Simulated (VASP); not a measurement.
# Zr (Zirconium): the relaxed cell at several levels of theory

Aim: relax Zr (Zirconium) at several levels of theory and compare the cells. The starting structure is a measured crystal structure from the Crystallography Open Database.

Main program and level: VASP 6.6.1; Kohn-Sham DFT with plane waves and PAW; PBEsol, LDA, PBE, PBEsol + D3(BJ), r2SCAN, r2SCAN + rVV10, optB86b-vdW and AM05.

## 1. Set-up

The structure is hexagonal, space group P6_3/mmc (No. 194). The conventional cell has a = 3.232 Å, b = 3.232 Å, c = 5.147 Å, α = 90.00°, β = 90.00°, γ = 120.00°. Nearest to Zr lie 12 Zr at 3.18 to 3.23 Å.

## 2. Relaxation with PBEsol

PBEsol restores the gradient expansion of exchange and is tuned for the cells of solids. This run starts from the cell of an earlier relaxation, which isn't shown; the restart sets up the plane waves anew.

File INCAR:

```
SYSTEM = Zr
PREC = Accurate
ENCUT = 450
EDIFF = 1E-06
NELM = 100
ISMEAR = 1
SIGMA = 0.1
LREAL = .FALSE.
ALGO = Normal
GGA = PS
NBANDS = 18
LORBIT = 11
LWAVE = .FALSE.
LCHARG = .FALSE.
KPAR = 2
IBRION = 2
NSW = 50
ISIF = 3
EDIFFG = -0.01
```

File POSCAR:

```
Zr
1.0
    3.1862141058      0.0000000000      0.0000000000
   -1.5931070529      2.7593423575      0.0000000000
    0.0000000000      0.0000000000      5.1045946581
Zr
2
Direct
    0.6666666667      0.3333333333      0.7500000000
    0.3333333333      0.6666666667      0.2500000000
```

File KPOINTS:

```
Automatic mesh
0
Gamma
10 10 6
0 0 0
```

The projector-augmented-wave data sets are Zr_sv (PBE family, release 64).

On the command line:

```
mpirun -np 2 vasp_std
```

What it wrote:

```text
[banner, memory and clock lines left out]
running    2 mpi-ranks, on    1 nodes
 distrk:  each k-point on    1 cores,    2 groups
 distr:  one band on    1 cores,    1 groups

 POSCAR found type information on POSCAR Zr
 POSCAR found :  1 types and       2 ions
|                                                                             |
|               ----> ADVICE to this user running VASP <----                  |
|                                                                             |
|     You enforced a specific xc type in the INCAR file but a different       |
|     [... a line on the potential file left out ...]
|     I HOPE YOU KNOW WHAT YOU ARE DOING!                                     |
|                                                                             |

 LDA part: xc-table for (Slater+PW92), standard interpolation
 POSCAR, INCAR and KPOINTS ok, starting setup
 FFT: planning ... GRIDC
 FFT: planning ... GRID_SOFT
 FFT: planning ... GRID
 WAVECAR not read
 entering main loop
       N       E                     dE             d eps       ncg     rms          rms(c)
DAV:   1     0.194996476196E+03    0.19500E+03   -0.12627E+04  2016   0.120E+03
DAV:   2    -0.452097899230E+01   -0.19952E+03   -0.19656E+03  2406   0.358E+02
DAV:   3    -0.185836086926E+02   -0.14063E+02   -0.13962E+02  3614   0.690E+01
DAV:   4    -0.189371907831E+02   -0.35358E+00   -0.35319E+00  2398   0.109E+01
DAV:   5    -0.189459735316E+02   -0.87827E-02   -0.87801E-02  2970   0.129E+00    0.161E+01
DAV:   6    -0.182928957275E+02    0.65308E+00   -0.98216E-01  2146   0.778E+00    0.648E+00
DAV:   7    -0.181618042367E+02    0.13109E+00   -0.65316E-01  2930   0.544E+00    0.116E+00
DAV:   8    -0.181658775658E+02   -0.40733E-02   -0.36270E-02  2620   0.154E+00    0.279E-01
DAV:   9    -0.181661782002E+02   -0.30063E-03   -0.15551E-03  2590   0.371E-01    0.282E-02
DAV:  10    -0.181661538446E+02    0.24356E-04   -0.46588E-05  2868   0.407E-02    0.235E-02
DAV:  11    -0.181661547298E+02   -0.88513E-06   -0.92326E-06  2206   0.354E-02
   1 F= -.18166155E+02 E0= -.18166649E+02  d E =-.181662E+02
 curvature:   0.00 expect dE= 0.000E+00 dE for cont linesearch  0.000E+00
 trial: gam= 0.00000 g(F)=  0.264E-47 g(S)=  0.274E-04 ort = 0.000E+00 (trialstep = 0.100E+01)
 search vector abs. value=  0.274E-04
 bond charge predicted
       N       E                     dE             d eps       ncg     rms          rms(c)
DAV:   1    -0.181665282780E+02   -0.37443E-03   -0.12889E-02  2368   0.107E+00    0.196E-01
DAV:   2    -0.181662039474E+02    0.32433E-03   -0.11792E-03  2486   0.292E-01    0.629E-02
DAV:   3    -0.181661329276E+02    0.71020E-04   -0.43823E-04  2952   0.143E-01    0.371E-02
DAV:   4    -0.181661420478E+02   -0.91202E-05   -0.37523E-05  2446   0.261E-02    0.160E-02
DAV:   5    -0.181661479341E+02   -0.58863E-05   -0.28813E-05  3030   0.281E-02    0.637E-03
DAV:   6    -0.181661473791E+02    0.55508E-06   -0.10395E-06  1416   0.802E-03
   2 F= -.18166147E+02 E0= -.18166640E+02  d E =0.735069E-05
 trial-energy change:    0.000007  1 .order    0.000004   -0.000027    0.000035
 step:   0.4420(harm=  0.4420)  dis= 0.00000  next Energy=   -18.166161 (dE=-0.606E-05)
 bond charge predicted
       N       E                     dE             d eps       ncg     rms          rms(c)
DAV:   1    -0.181662786538E+02   -0.13072E-03   -0.40233E-03  2318   0.600E-01    0.111E-01
DAV:   2    -0.181661733927E+02    0.10526E-03   -0.36827E-04  2426   0.163E-01    0.362E-02
DAV:   3    -0.181661485737E+02    0.24819E-04   -0.13706E-04  2926   0.802E-02    0.206E-02
DAV:   4    -0.181661533276E+02   -0.47539E-05   -0.11736E-05  2202   0.147E-02    0.862E-03
DAV:   5    -0.181661575133E+02   -0.41857E-05   -0.89094E-06  2922   0.161E-02    0.352E-03
DAV:   6    -0.181661578080E+02   -0.29464E-06   -0.30959E-07  1130   0.463E-03
   3 F= -.18166158E+02 E0= -.18166651E+02  d E =-.307822E-05
 curvature:  -0.22 expect dE=-0.321E-06 dE for cont linesearch -0.148E-06
 trial: gam= 0.00000 g(F)=  0.347E-46 g(S)=  0.145E-05 ort =-0.429E-05 (trialstep = 0.888E+00)
 search vector abs. value=  0.145E-05
 reached required accuracy - stopping structural energy minimisation
```

Elapsed: 10 s, on 2 MPI ranks of Intel Xeon 6975P-C (Granite Rapids), shared host; peak memory 0.31 GiB.

Lines that name or quote the potential files are left out of all logs, and their timing lines are given in words.

From OUTCAR (step 2):

```text
ion  position               nearest neighbor table
   1  0.667  0.333  0.750-   2 3.15   2 3.15   2 3.15   2 3.15   2 3.15   2 3.15
   2  0.333  0.667  0.250-   1 3.15   1 3.15   1 3.15   1 3.15   1 3.15   1 3.15

  LATTYP: Found a hexagonal cell.
 ALAT       =     3.1862141058
 C/A-ratio  =     1.6020877721

 Subroutine GETGRP returns: Found 24 space group operations
 (whereof 12 operations were pure point group operations)

The static configuration has the point symmetry D_3d.
 The point group associated with its full space group is D_6h.

 Found     56 irreducible k-points:

   k-points           NKPTS =     56   k-points in BZ     NKDIM =     56   number of bands    NBANDS=     18

   dimension x,y,z NGX =    24 NGY =   24 NGZ =   36
   dimension x,y,z NGXF=    48 NGYF=   48 NGZF=   72

   ENCUT  =  450.0 eV  33.07 Ry    5.75 a.u.   5.51  5.51  8.83*2*pi/ulx,y,z

   NELECT =      24.0000    total number of electrons

 k-points in reciprocal lattice and weights: Automatic mesh
   0.00000000  0.00000000  0.00000000       0.002
   0.10000000 -0.00000000  0.00000000       0.010
   0.20000000 -0.00000000  0.00000000       0.010
   0.30000000 -0.00000000  0.00000000       0.010
   0.40000000 -0.00000000  0.00000000       0.010
   0.50000000 -0.00000000  0.00000000       0.005
   0.10000000  0.10000000  0.00000000       0.010
   0.20000000  0.10000000  0.00000000       0.020
   0.30000000  0.10000000  0.00000000       0.020
[...]
0.40000000  0.20000000  0.50000000       0.010
   0.30000000  0.30000000  0.50000000       0.010

 average (electrostatic) potential at core
       1 -73.9310       2 -73.9310

 E-fermi :   9.2758

 k-point     1 :       0.0000    0.0000    0.0000
  band No.  band energies     occupation
    ...
      6     -16.8831      2.00000
      7     -16.8661      2.00000
      8     -16.8661      2.00000
      9       3.5365      2.00000
     10       6.1291      2.00000
     11      10.1477     -0.00000
     12      10.1477     -0.00000
     13      10.2460     -0.00000
     14      10.5508     -0.00000
     15      10.8648     -0.00000
    ...

 k-point     2 :       0.1000   -0.0000    0.0000
  band No.  band energies     occupation
    ...
      6     -16.9463      2.00000
      7     -16.8974      2.00000
      8     -16.8765      2.00000
      9       3.8283      2.00000
     10       6.3954      2.00000
     11       9.5514     -0.00068
     12       9.9700     -0.00000
     13      10.4210     -0.00000
     14      10.5763     -0.00000
     15      10.7423     -0.00000
    ...

 k-point     3 :       0.2000   -0.0000    0.0000
  band No.  band energies     occupation
    ...
      8     -16.9059      2.00000
      9       4.6170      2.00000
     10       6.9896      2.00000
     11       8.8628      2.00000
     12       8.8802      2.00000
     13      10.0937     -0.00000
     14      10.7525     -0.00000
     15      10.8040     -0.00000
     16      11.2134     -0.00000
     17      11.3958      0.00000
    ...

  Total       -0.0013200     -0.0013200     -0.0075281      0.0000000     -0.0000000      0.0000000
  in kB       -0.0470956     -0.0470956     -0.2685857      0.0000000     -0.0000000      0.0000000
  external PRESSURE =      -0.1209256 kB  Pullay stress =       0.0000000 kB

  energy-cutoff  :      450.00
  volume of cell :       44.91
      direct lattice vectors                 reciprocal lattice vectors
     3.186922941 -0.000000000  0.000000000     0.313782297  0.181162294  0.000000000
    -1.593461470  2.759956227  0.000000000     0.000000000  0.362324587  0.000000000
     0.000000000 -0.000000000  5.105480777     0.000000000  0.000000000  0.195867940

 POSITION                                       TOTAL-FORCE (eV/Angst)
 -----------------------------------------------------------------------------------
      1.59346      0.91999      3.82911        -0.000000      0.000000      0.000000
     -0.00000      1.83997      1.27637         0.000000     -0.000000      0.000000
 -----------------------------------------------------------------------------------
    total drift:                               -0.000000      0.000000     -0.000000

  FREE ENERGIE OF THE ION-ELECTRON SYSTEM (eV)
  ---------------------------------------------------
  free  energy   TOTEN  =       -18.1661578080 eV

  energy  without entropy=      -18.1676371887  energy(sigma->0) =      -18.16665093

 reached required accuracy - stopping structural energy minimisation

 total charge
# of ion       s       p       d       tot
------------------------------------------
    1        2.241   5.956   1.669   9.867
    2        2.241   5.956   1.669   9.867
--------------------------------------------------
tot          4.483  11.913   3.338  19.734

[... 3 further parts left out ...]
```

The run shows no gap at this level; if that holds and bands cross the Fermi level widely, this k-mesh is coarse for it. The PAW data sets were made with PBE, which is usual practice but a small mismatch for other functionals. The run keeps the 24 symmetry operations of its start, so it cannot find a distortion of lower symmetry.

With PBEsol the relaxed cell holds 22.453 Å³ an atom, -3.55 % against the measured cell, with a = 3.187 Å and c = 5.105 Å. Pressures at 0.985 and 1.015 times this volume, from two more relaxations that aren't shown, give a bulk modulus of 99.5 GPa.

## 3. Relaxation with LDA

LDA, the lowest rung, knows the local density alone. This run starts from the cell of an earlier relaxation, which isn't shown; the restart sets up the plane waves anew.

Changes to INCAR since step 2:

```diff
@@ -9,3 +9,3 @@
 ALGO = Normal
-GGA = PS
+GGA = CA
 NBANDS = 18
```

File POSCAR:

```
Zr
1.0
    3.1466615161      0.0000000000      0.0000000000
   -1.5733307581      2.7250888101      0.0000000000
    0.0000000000      0.0000000000      5.0780495324
Zr
2
Direct
    0.6666666667      0.3333333333      0.7500000000
    0.3333333333      0.6666666667      0.2500000000
```

KPOINTS is that of step 2.

PAW data sets: Zr_sv (LDA family, release 64).

On the command line:

```
mpirun -np 2 vasp_std
```

What it wrote:

```text
[banner, memory and clock lines left out]
running    2 mpi-ranks, on    1 nodes
[...]
LDA part: xc-table for (Slater(with rela. corr.)+CA(PZ))
 , standard interpolation
 POSCAR, INCAR and KPOINTS ok, starting setup
[...]
entering main loop
       N       E                     dE             d eps       ncg     rms          rms(c)
DAV:   1     0.195256164356E+03    0.19526E+03   -0.12391E+04  2016   0.120E+03
DAV:   2    -0.450489413016E+01   -0.19976E+03   -0.19654E+03  2400   0.363E+02
DAV:   3    -0.189577700214E+02   -0.14453E+02   -0.14300E+02  3622   0.699E+01
DAV:   4    -0.192725860796E+02   -0.31482E+00   -0.31440E+00  2398   0.110E+01
[...]
DAV:   9    -0.185898459181E+02   -0.29711E-03   -0.12556E-03  2572   0.335E-01    0.297E-02
DAV:  10    -0.185898298584E+02    0.16060E-04   -0.39259E-05  2886   0.389E-02    0.241E-02
DAV:  11    -0.185898305274E+02   -0.66901E-06   -0.78921E-06  2208   0.330E-02
   1 F= -.18589831E+02 E0= -.18590185E+02  d E =-.185898E+02
[...]
reached required accuracy - stopping structural energy minimisation
```

Run time: 5 s. Hardware: 2 MPI ranks; peak memory 0.28 GiB; 9 s of CPU time.

From OUTCAR (step 3):

```text
  Total        0.0118784      0.0118784      0.0175796     -0.0000000      0.0000000      0.0000000
  in kB        0.4370617      0.4370617      0.6468333     -0.0000000      0.0000000      0.0000000
  external PRESSURE =       0.5069855 kB  Pullay stress =       0.0000000 kB

 POSITION                                       TOTAL-FORCE (eV/Angst)
 -----------------------------------------------------------------------------------
      1.57333      0.90836      3.80854         0.000000      0.000000      0.000000
     -0.00000      1.81673      1.26951        -0.000000     -0.000000      0.000000
 -----------------------------------------------------------------------------------
    total drift:                               -0.000000      0.000000     -0.000000

  FREE ENERGIE OF THE ION-ELECTRON SYSTEM (eV)
  ---------------------------------------------------
  free  energy   TOTEN  =       -18.5898305274 eV

  energy  without entropy=      -18.5908925310  energy(sigma->0) =      -18.59018453

[... 2 parts as in an earlier step ...]

[... 2 further parts left out ...]
[key lines of the parts left out:]
E-fermi :   9.5678
```

With LDA the relaxed cell holds 21.772 Å³ an atom, -6.48 % against the measured cell, with a = 3.147 Å and c = 5.078 Å. That is -3.03 % from PBEsol. Pressures at 0.985 and 1.015 times this volume, from two more relaxations that aren't shown, give a bulk modulus of 102.6 GPa.

## 4. Relaxation with PBE

PBE, the usual starting point, adds the gradient of the density.

Changes to INCAR since step 3:

```diff
@@ -9,3 +9,3 @@
 ALGO = Normal
-GGA = CA
+GGA = PE
 NBANDS = 18
```

File POSCAR:

```
Zr
1.0
    3.2320000000      0.0000000000      0.0000000000
   -1.6160000000      2.7989941050      0.0000000000
    0.0000000000      0.0000000000      5.1470000000
Zr
2
Direct
    0.6666666667      0.3333333333      0.7500000000
    0.3333333333      0.6666666667      0.2500000000
```

KPOINTS is that of step 3.

PAW data sets: Zr_sv (PBE family, release 64).

On the command line:

```
mpirun -np 2 vasp_std
```

What it wrote:

```text
[banner, memory and clock lines left out]
running    2 mpi-ranks, on    1 nodes
[...]
LDA part: xc-table for (Slater+PW92), standard interpolation
 POSCAR, INCAR and KPOINTS ok, starting setup
[...]
entering main loop
       N       E                     dE             d eps       ncg     rms          rms(c)
DAV:   1     0.192336929242E+03    0.19234E+03   -0.12481E+04  2024   0.119E+03
DAV:   2    -0.295156272624E+01   -0.19529E+03   -0.19249E+03  2380   0.358E+02
DAV:   3    -0.174268311359E+02   -0.14475E+02   -0.14371E+02  3654   0.684E+01
DAV:   4    -0.177386506162E+02   -0.31182E+00   -0.31149E+00  2366   0.109E+01
[...]
DAV:   9    -0.170425277314E+02   -0.20032E-03   -0.16793E-03  2506   0.387E-01    0.336E-02
DAV:  10    -0.170424883029E+02    0.39428E-04   -0.43221E-05  2752   0.403E-02    0.228E-02
DAV:  11    -0.170424891719E+02   -0.86903E-06   -0.99237E-06  2222   0.357E-02
   1 F= -.17042489E+02 E0= -.17042719E+02  d E =-.170425E+02
[...]
DAV:   6    -0.170424520099E+02    0.92043E-06   -0.31187E-05  2378   0.404E-02    0.971E-03
DAV:   7    -0.170424513358E+02    0.67405E-06   -0.10183E-06  1424   0.103E-02
   2 F= -.17042451E+02 E0= -.17042661E+02  d E =0.378361E-04
 trial-energy change:    0.000038  1 .order    0.000002   -0.000855    0.000859
 step:   0.4677(harm=  0.4987)  dis= 0.00000  next Energy=   -17.042685 (dE=-0.196E-03)
[...]
N       E                     dE             d eps       ncg     rms          rms(c)
DAV:   1    -0.170459653021E+02   -0.35133E-02   -0.11168E-01  2344   0.314E+00    0.542E-01
DAV:   2    -0.170430958808E+02    0.28694E-02   -0.95707E-03  2348   0.837E-01    0.179E-01
DAV:   3    -0.170424907202E+02    0.60516E-03   -0.38187E-03  2884   0.417E-01    0.105E-01
DAV:   4    -0.170425943269E+02   -0.10361E-03   -0.27115E-04  2576   0.796E-02    0.428E-02
DAV:   5    -0.170426751662E+02   -0.80839E-04   -0.21808E-04  2994   0.758E-02    0.181E-02
DAV:   6    -0.170426781976E+02   -0.30315E-05   -0.81784E-06  1942   0.219E-02    0.505E-03
DAV:   7    -0.170426791884E+02   -0.99079E-06   -0.59108E-07  1080   0.882E-03
   3 F= -.17042679E+02 E0= -.17042900E+02  d E =-.190017E-03
[...]
reached required accuracy - stopping structural energy minimisation
```

It took 11 s on 2 MPI ranks; peak memory 0.32 GiB.

OUTCAR, selected parts (step 4):

```text
  Total       -0.0085248     -0.0085248      0.0177908      0.0000000      0.0000000      0.0000000
  in kB       -0.2922973     -0.2922973      0.6100090      0.0000000      0.0000000      0.0000000
  external PRESSURE =       0.0084715 kB  Pullay stress =       0.0000000 kB

 POSITION                                       TOTAL-FORCE (eV/Angst)
 -----------------------------------------------------------------------------------
      1.61756      0.93390      3.86654         0.000000     -0.000000      0.000000
     -0.00000      1.86779      1.28885        -0.000000      0.000000      0.000000
 -----------------------------------------------------------------------------------
    total drift:                               -0.000000      0.000000     -0.000000

  FREE ENERGIE OF THE ION-ELECTRON SYSTEM (eV)
  ---------------------------------------------------
  free  energy   TOTEN  =       -17.0426791884 eV

  energy  without entropy=      -17.0433412083  energy(sigma->0) =      -17.04289986

[... 2 parts as in an earlier step ...]

[... 2 further parts left out ...]
[key lines of the parts left out:]
E-fermi :   8.9573
```

With PBE the relaxed cell holds 23.364 Å³ an atom, +0.36 % against the measured cell, with a = 3.235 Å and c = 5.155 Å. That is +4.05 % from PBEsol. Pressures at 0.985 and 1.015 times this volume, from two more relaxations that aren't shown, give a bulk modulus of 93.8 GPa.

(Part 1 of 2 ends here.)

[Lines on the potential files, build, host, timing and source positions are cut from VASP's logs without a mark.]

[Logs are printed without paths, hosts, clocks, repeated set-up lines and the standing remarks that a program may print on its own settings, such as how far it seeks lower states.]

[Hosts, paths, dates, database ids (printed as entryN), source tags and the programs' standing remarks are cut or masked in the printed files.]
